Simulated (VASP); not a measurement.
# Ga11FeAs12 (a cell with a defect) in VASP: further runs

The runs below take Ga11FeAs12 (a cell with a defect) through relaxation of the atoms, single point, with PBEsol+U.

Program: VASP 6.6.1. These are calculated values, not measurements. Logs are shortened: lines on timing, memory, paths and dates and some standing lists are left out, and cuts for length are marked.

### Step 1. Starting point

The cell holds a defect, 24 atoms: a = 11.993 Å, b = 7.996 Å, c = 7.996 Å, α = 60.00°, β = 60.00°, γ = 60.00°.

### Step 2. Relaxation of the atoms, PBEsol+U, collinear spin, ferromagnetic start (atoms moved at random, drawn with an rms of 0.05 Å)

Input file INCAR:

```
ALGO = Normal ; EDIFF = 1E-5
EDIFFG = -0.03 ; ENCUT = 350
GGA = PS ; IBRION = 2
ISIF = 2 ; ISMEAR = 0
ISPIN = 2 ; ISYM = 0
KPAR = 2 ; LASPH = True
LCHARG = False ; LDAU = True
LDAUJ = 0 0 0 ; LDAUL = 2 -1 -1
LDAUPRINT = 1 ; LDAUTYPE = 2
LDAUU = 4 0 0 ; LMAXMIX = 4
LORBIT = 11 ; LREAL = Auto
LWAVE = False ; MAGMOM = 1 0 0 0 0 0 0 0 0 0 0 0 0 0 0 0 0 0 0 0 0 0 0 0
NELM = 120 ; NSW = 60
NUPDOWN = 1 ; PREC = Accurate
SIGMA = 0.03
```

Input file KPOINTS:

```
k-points
0
Gamma
  2 2 2
```

Input file POSCAR:

```
Ga11FeAs12
1.0
    0.0000000000      8.4805500000      8.4805500000
    5.6537000000      0.0000000000      5.6537000000
    5.6537000000      5.6537000000      0.0000000000
Fe Ga As
1 11 12
Direct
   -0.0053770000      0.0058510000      0.0046560000
    0.0013490000      0.0049780000      0.4965430000
   -0.0005280000      0.4954040000      0.0019310000
   -0.0049780000      0.5043290000      0.4989690000
    0.3349790000     -0.0012570000     -0.0005460000
    0.3343250000      0.0013660000      0.4970340000
    0.3369630000      0.5041250000     -0.0042900000
    0.3364420000      0.4953550000      0.5037790000
    0.6700080000     -0.0020350000      0.0009730000
    0.6608880000      0.0051650000      0.5032970000
    0.6645810000      0.4990150000     -0.0022830000
    0.6648540000      0.5023550000      0.4996430000
    0.0819780000      0.1286900000      0.1214050000
    0.0858320000      0.1209690000      0.6263290000
    0.0850590000      0.6210570000      0.1225340000
    0.0805030000      0.6270310000      0.6222250000
    0.4200610000      0.1283630000      0.1156160000
    0.4162060000      0.1281140000      0.6221740000
    0.4198520000      0.6193270000      0.1262420000
    0.4145640000      0.6292290000      0.6238970000
    0.7471810000      0.1271420000      0.1290360000
    0.7504920000      0.1283270000      0.6214530000
    0.7491460000      0.6215600000      0.1226100000
    0.7531090000      0.6244870000      0.6207500000
```

Potentials or basis: VASP PAW PBE potentials, release 64 (Fe, Ga_d, As).

Run with:

```sh
> cat potpaw_PBE.64/Fe/POTCAR potpaw_PBE.64/Ga_d/POTCAR potpaw_PBE.64/As/POTCAR > POTCAR
> mpirun -np 4 vasp_std > vasp.out
```

OUTCAR:

```text
EDIFF = 1E-5
   EDIFFG = -0.03
   ENCUT = 350
   GGA = PS
   IBRION = 2
   ISIF = 2
   ISMEAR = 0
   ISPIN = 2
   ISYM = 0
   LASPH = True
   LORBIT = 11
   LREAL = Auto
   NELM = 120
   NSW = 60
   NUPDOWN = 1
   PREC = Accurate

 ion  position               nearest neighbor table
   1  0.995  0.006  0.005-  13 2.42  21 2.42  14 2.47  15 2.51
   2  0.001  0.005  0.497-  14 2.43  13 2.45  22 2.46  16 2.47
   3  0.999  0.495  0.002-  13 2.39  15 2.45  23 2.45  16 2.48
   4  0.995  0.504  0.499-  24 2.37  16 2.44  15 2.46  14 2.50
   5  0.335  0.999  0.999-  17 2.44  18 2.46  19 2.48  13 2.48
   6  0.334  0.001  0.497-  20 2.43  14 2.43  18 2.45  17 2.49
[... 16 lines left out ...]
  23  0.749  0.622  0.123-  11 2.44   3 2.45   9 2.46  12 2.46
  24  0.753  0.624  0.621-   4 2.37  12 2.45  11 2.46  10 2.49

IMPORTANT INFORMATION: All symmetrisations will be switched off!
NOSYMM: (Re-)initialisation of all symmetry stuff for point group C_1.

----------------------------------------------------------------------------------------

                                     Primitive cell

  volume of cell :     542.1501

  direct lattice vectors                    reciprocal lattice vectors
     0.000000000  8.480550000  8.480550000    -0.058958440  0.058958440  0.058958440
     5.653700000  0.000000000  5.653700000     0.088437660 -0.088437660  0.088437660
     5.653700000  5.653700000  0.000000000     0.088437660  0.088437660 -0.088437660

  length of vectors
    11.993308826  7.995539218  7.995539218     0.102119014  0.153178521  0.153178521

  position of ions in fractional coordinates (direct lattice)
     0.994623000  0.005851000  0.004656000
     0.001349000  0.004978000  0.496543000
     0.999472000  0.495404000  0.001931000
     0.995022000  0.504329000  0.498969000
     0.334979000  0.998743000  0.999454000
     0.334325000  0.001366000  0.497034000
[... 16 lines left out ...]
     0.749146000  0.621560000  0.122610000
     0.753109000  0.624487000  0.620750000

  ion indices of the primitive-cell ions
   primitive index   ion index
                 1           1
                 2           2
                 3           3
                 4           4
                 5           5
                 6           6
[... 16 lines left out ...]
                23          23
                24          24

----------------------------------------------------------------------------------------

 KPOINTS: k-points

Automatic generation of k-mesh.
 Grid dimensions read from file:
 generate k-points for:    2    2    2

 Generating k-lattice:

  Cartesian coordinates                     Fractional coordinates (reciprocal lattice)
    -0.029479220  0.029479220  0.029479220     0.500000000  0.000000000  0.000000000
     0.044218830 -0.044218830  0.044218830     0.000000000  0.500000000  0.000000000
     0.044218830  0.044218830 -0.044218830     0.000000000  0.000000000  0.500000000

  Length of vectors
     0.051059507  0.076589260  0.076589260

  Shift w.r.t. Gamma in fractional coordinates (k-lattice)
     0.000000000  0.000000000  0.000000000

 Subroutine IBZKPT returns following result:
 ===========================================

 Found      8 irreducible k-points:

 Following reciprocal coordinates:
            Coordinates               Weight
  0.000000  0.000000  0.000000      1.000000
  0.500000  0.000000  0.000000      1.000000
  0.000000  0.500000  0.000000      1.000000
  0.000000  0.000000  0.500000      1.000000
  0.500000  0.000000  0.500000      1.000000
  0.500000  0.500000  0.000000      1.000000
  0.000000  0.500000  0.500000      1.000000
  0.500000  0.500000  0.500000      1.000000
   k-points           NKPTS =      8   k-points in BZ     NKDIM =      8   number of bands    NBANDS=    128
   number of dos      NEDOS =    301   number of ions     NIONS =     24
   total plane-waves  NPLWV = 200000
[... 69 lines left out ...]

  energy without entropy =     -108.55463517  energy(sigma->0) =     -108.55515381

------------------------ aborting loop because EDIFF is reached ----------------------------------------

  FORCE on cell =-STRESS in cart. coord.  units (eV):
  Direction    XX          YY          ZZ          XY          YZ          ZX
  --------------------------------------------------------------------------------------
  -------------------------------------------------------------------------------------
  Total        0.1986133     -1.1801138     -0.6190290      0.0602159      0.5057926      1.0729255
  in kB        0.5869475     -3.4875057     -1.8293721      0.1779518      1.4947328      3.1707400
  external PRESSURE =      -1.5766434 kB  Pullay stress =       0.0000000 kB
[... 155 lines left out ...]
  FREE ENERGIE OF THE ION-ELECTRON SYSTEM (eV)
  ---------------------------------------------------
  free  energy   TOTEN  =      -108.7631695015 eV

  energy  without entropy=     -108.7603808356  energy(sigma->0) =     -108.76177517

[... ionic steps 4 to 18 ...]

--------------------------------------- Ionic step       19  -------------------------------------------

 number of electron     210.9999946 magnetization       0.9999999

------------------------ aborting loop because EDIFF is reached ----------------------------------------
[... 105 lines left out ...]
  FREE ENERGIE OF THE ION-ELECTRON SYSTEM (eV)
  ---------------------------------------------------
  free  energy   TOTEN  =      -108.8120581874 eV

  energy  without entropy=     -108.8107735999  energy(sigma->0) =     -108.81141589

atom =   1  type =  1  l = 2

 onsite density matrix

spin component  1

  0.8486 -0.0097 -0.0032  0.0085 -0.0009
 -0.0097  0.8521 -0.0024 -0.0097  0.0041
 -0.0032 -0.0024  0.9107  0.0025 -0.0001
  0.0085 -0.0097  0.0025  0.8479  0.0023
 -0.0009  0.0041 -0.0001  0.0023  0.9108

spin component  2

  0.1092  0.0025 -0.0034 -0.0016  0.0092
  0.0025  0.1077  0.0037  0.0024  0.0016
 -0.0034  0.0037  0.8638 -0.0012  0.0001
 -0.0016  0.0024 -0.0012  0.1098  0.0044
  0.0092  0.0016  0.0001  0.0044  0.8638

 occupancies and eigenvectors

  o =  0.1043  v =  0.0000  0.0000  0.0000  0.0000  0.0000  0.5287 -0.7091  0.0066  0.4665 -0.0076      0.0000  0.0000  0.0000  0.0000  0.0000  0.0000  0.0000  0.0000  0.0000  0.0000
  o =  0.1109  v =  0.0000  0.0000  0.0000  0.0000  0.0000  0.8478  0.4149  0.0012 -0.3302 -0.0093      0.0000  0.0000  0.0000  0.0000  0.0000  0.0000  0.0000  0.0000  0.0000  0.0000
  o =  0.1113  v =  0.0000  0.0000  0.0000  0.0000  0.0000 -0.0405 -0.5701  0.0013 -0.8205  0.0065      0.0000  0.0000  0.0000  0.0000  0.0000  0.0000  0.0000  0.0000  0.0000  0.0000
  o =  0.8394  v = -0.5603  0.1916 -0.0465  0.8033 -0.0439  0.0000  0.0000  0.0000  0.0000  0.0000      0.0000  0.0000  0.0000  0.0000  0.0000  0.0000  0.0000  0.0000  0.0000  0.0000
  o =  0.8403  v = -0.6180 -0.7412 -0.0445 -0.2545  0.0437  0.0000  0.0000  0.0000  0.0000  0.0000      0.0000  0.0000  0.0000  0.0000  0.0000  0.0000  0.0000  0.0000  0.0000  0.0000
  o =  0.8637  v =  0.0000  0.0000  0.0000  0.0000  0.0000  0.0105 -0.0029 -0.8313  0.0046  0.5557      0.0000  0.0000  0.0000  0.0000  0.0000  0.0000  0.0000  0.0000  0.0000  0.0000
  o =  0.8640  v =  0.0000  0.0000  0.0000  0.0000  0.0000 -0.0076 -0.0045 -0.5558 -0.0039 -0.8313      0.0000  0.0000  0.0000  0.0000  0.0000  0.0000  0.0000  0.0000  0.0000  0.0000
  o =  0.8682  v = -0.5496  0.6384  0.0268 -0.5365 -0.0429  0.0000  0.0000  0.0000  0.0000  0.0000      0.0000  0.0000  0.0000  0.0000  0.0000  0.0000  0.0000  0.0000  0.0000  0.0000
  o =  0.9110  v =  0.0442  0.0088 -0.9057 -0.0466 -0.4188  0.0000  0.0000  0.0000  0.0000  0.0000      0.0000  0.0000  0.0000  0.0000  0.0000  0.0000  0.0000  0.0000  0.0000  0.0000
  o =  0.9112  v = -0.0029  0.0794 -0.4180  0.0043  0.9049  0.0000  0.0000  0.0000  0.0000  0.0000      0.0000  0.0000  0.0000  0.0000  0.0000  0.0000  0.0000  0.0000  0.0000  0.0000

--------------------------------------- Ionic step       21  -------------------------------------------

 number of electron     210.9999941 magnetization       0.9999999

 Free energy of the ion-electron system (eV)
  ---------------------------------------------------
  ext. energy  EPLUGINS =         0.00000000
  ---------------------------------------------------
  free energy    TOTEN  =      -108.81264751 eV

  energy without entropy =     -108.81141741  energy(sigma->0) =     -108.81203246

 E-fermi :   3.6647     XC(G=0):  -9.7518

 val. band max:        3.5296164327   @ k =   0.0000   0.0000   0.0000
 cond. band min:       3.3803991895   @ k =   0.5000   0.0000   0.0000
 fundamental gap:     -0.1492172432
 Fermi energy:         3.3491984727

 spin component 1

 k-point     1 :       0.0000    0.0000    0.0000
  band No.  band energies     occupation
      1     -11.2104      1.00000
      2     -11.2078      1.00000
      3     -11.2076      1.00000
      4     -11.1892      1.00000
      5     -11.1875      1.00000
      6     -11.1725      1.00000
[... 949 lines left out ...]
    116       6.5596      0.00000
    117       6.5725      0.00000
 Fermi energy:         3.6646650145

 spin component 2

 k-point     1 :       0.0000    0.0000    0.0000
  band No.  band energies     occupation
      1     -11.2153      1.00000
      2     -11.2139      1.00000
      3     -11.2127      1.00000
      4     -11.1943      1.00000
      5     -11.1927      1.00000
      6     -11.1783      1.00000
[... 949 lines left out ...]
    116       6.8981      0.00000
    117       6.9976      0.00000
 [bands above 117 left out]

------------------------ aborting loop because EDIFF is reached ----------------------------------------

  FORCE on cell =-STRESS in cart. coord.  units (eV):
  Direction    XX          YY          ZZ          XY          YZ          ZX
  --------------------------------------------------------------------------------------
  -------------------------------------------------------------------------------------
  Total       -1.1926297     -1.1982867     -1.1736335      0.2154167     -0.2385989      0.2082130
  in kB       -3.5244930     -3.5412110     -3.4683550      0.6366054     -0.7051143      0.6153168
  external PRESSURE =      -3.5113530 kB  Pullay stress =       0.0000000 kB
[... 39 lines left out ...]
  FREE ENERGIE OF THE ION-ELECTRON SYSTEM (eV)
  ---------------------------------------------------
  free  energy   TOTEN  =      -108.8126475054 eV

  energy  without entropy=     -108.8114174065  energy(sigma->0) =     -108.81203246

 reached required accuracy - stopping structural energy minimisation

 total charge

# of ion       s       p       d       tot
------------------------------------------
    1        0.411   0.391   6.397   7.199
    2        0.885   0.793   9.989  11.667
    3        0.885   0.794   9.989  11.668
    4        0.884   0.793   9.989  11.667
    5        0.884   0.799   9.989  11.672
    6        0.879   0.803   9.990  11.672
[... 16 lines left out ...]
   23        1.208   1.590   0.030   2.828
   24        1.207   1.592   0.030   2.829
--------------------------------------------------
tot         24.643  28.150 116.676 169.469

 magnetization (x)

# of ion       s       p       d       tot
------------------------------------------
    1        0.023  -0.011   2.312   2.325
    2        0.003  -0.013  -0.005  -0.015
    3        0.003  -0.013  -0.005  -0.015
    4        0.004  -0.012  -0.005  -0.013
    5        0.004  -0.011  -0.005  -0.011
    6        0.002  -0.006  -0.004  -0.008
[... 16 lines left out ...]
   23       -0.001  -0.028  -0.000  -0.029
   24       -0.000  -0.025  -0.000  -0.025
--------------------------------------------------
tot          0.032  -0.847   2.268   1.453
```

Wall time 40 min (4 MPI ranks of AMD EPYC 9R45 (Zen 5), shared host); peak memory 0.53 GiB.

What came out:

```yaml
Free_energy: -108.8126 eV
Energy_gained_by_relaxing: 10.7 meV/atom
Ionic_steps: 21
Pressure_after_relaxing: -0.4 GPa
Largest_force_after_relaxing: 0.017 eV/Å
Net_moment: 1.00 μB per cell
Site_moments: Fe +2.33; Ga -0.01; As -0.14, -0.01, -0.05, -0.03, -0.02, -0.11 μB
Valence_electrons_inside_the_program's_atomic_spheres: Fe 7.20; Ga 11.67; As 2.81, 2.82, 2.84, 2.83
```

Forces in eV/Å, atoms in the order of the input:
```
Fe   0.004  0.012 -0.010
Ga  -0.003  0.000  0.002
Ga   0.007 -0.005  0.000
Ga  -0.007  0.005 -0.005
Ga  -0.003 -0.002 -0.005
Ga  -0.011 -0.009  0.006
Ga  -0.001  0.000 -0.001
Ga   0.002 -0.002  0.002
Ga  -0.010  0.004  0.010
Ga   0.001 -0.007 -0.002
Ga  -0.006 -0.001 -0.004
Ga   0.000 -0.006 -0.002
As  -0.004  0.001  0.000
As   0.002  0.000 -0.002
As  -0.001 -0.004  0.012
As   0.004  0.011  0.007
As   0.005  0.009 -0.001
As  -0.004  0.002  0.004
As  -0.003  0.001  0.007
As  -0.004  0.007 -0.002
As   0.007 -0.014 -0.007
As   0.001  0.000 -0.004
As   0.016  0.000 -0.003
As   0.007 -0.002 -0.001
```

The path:
| step | energy change (eV) | largest force (eV/Å) | pressure (GPa) |
| --- | --- | --- | --- |
| 1 | 0.0000 | 0.8606 | -0.16 |
| 2 | -0.1827 | 0.4671 | -0.27 |
| 3 | -0.2075 | 0.3527 | -0.30 |
| 4 | -0.2355 | 0.2028 | -0.33 |
| 5 | -0.2454 | 0.1149 | -0.35 |
| 6 | -0.2455 | 0.1157 | -0.35 |
| 7 | -0.2514 | 0.0608 | -0.35 |
| 8 | -0.2526 | 0.0683 | -0.36 |
| 9 | -0.2526 | 0.0681 | -0.35 |
| 10 | -0.2541 | 0.0381 | -0.33 |
| 11 | -0.2544 | 0.0340 | -0.34 |
| 12 | -0.2546 | 0.0628 | -0.33 |
| 13 | -0.2556 | 0.0387 | -0.32 |
| 14 | -0.2559 | 0.0347 | -0.33 |
| 15 | -0.2562 | 0.0313 | -0.35 |
| 16 | -0.2563 | 0.0483 | -0.33 |
| 17 | -0.2564 | 0.0400 | -0.32 |
| 18 | -0.2564 | 0.0425 | -0.33 |
| 19 | -0.2564 | 0.0402 | -0.34 |
| 20 | -0.2564 | 0.0420 | -0.35 |
| 21 | -0.2570 | 0.0170 | -0.35 |

Final structure:
```
Fe Ga As
1.0
     0.00000    8.48055    8.48055
     5.65370    0.00000    5.65370
     5.65370    5.65370    0.00000
Fe Ga As
1 11 12
Direct
  0.00012 0.00032 0.99884
  0.00176 0.00185 0.49725
  0.00218 0.49840 0.99916
  0.00124 0.49931 0.49693
  0.33075 0.00212 0.00079
  0.33044 0.00316 0.49933
  0.33049 0.50214 0.00003
  0.33175 0.50165 0.50004
  0.66794 0.00116 0.00030
  0.66623 0.00221 0.49696
  0.66622 0.49759 0.00043
  0.66682 0.50104 0.49838
  0.08065 0.12176 0.12047
  0.08118 0.12245 0.63415
  0.08110 0.63560 0.12019
  0.08233 0.62637 0.62386
  0.41739 0.12590 0.12319
  0.41604 0.12591 0.62464
  0.41606 0.62600 0.12418
  0.41685 0.62660 0.62346
  0.75732 0.12179 0.12114
  0.75084 0.12507 0.62388
  0.75123 0.62486 0.12243
  0.75055 0.62572 0.62394
```

Eigenvalues of the final occupation matrices:
```
    site  spin  trace               eigenvalues
site 1 d     1   4.37  0.84 0.84 0.87 0.91 0.91
site 1 d     2   2.05  0.10 0.11 0.11 0.86 0.86
```

Caveat: the k mesh is coarse (spacing up to 0.48 Å⁻¹), so the values aren't converged; the cutoff is under 1.25 times the usual one of these potentials, so pressure, stress and relaxed cells hold a basis-set (Pulay) error; the PAW data sets were made with another functional, which shifts forces and pressure a little; the total moment is fixed, so each spin has its own Fermi level; the U is typed as a test and isn't derived for this compound.

(Part 1 of 3 ends here.)
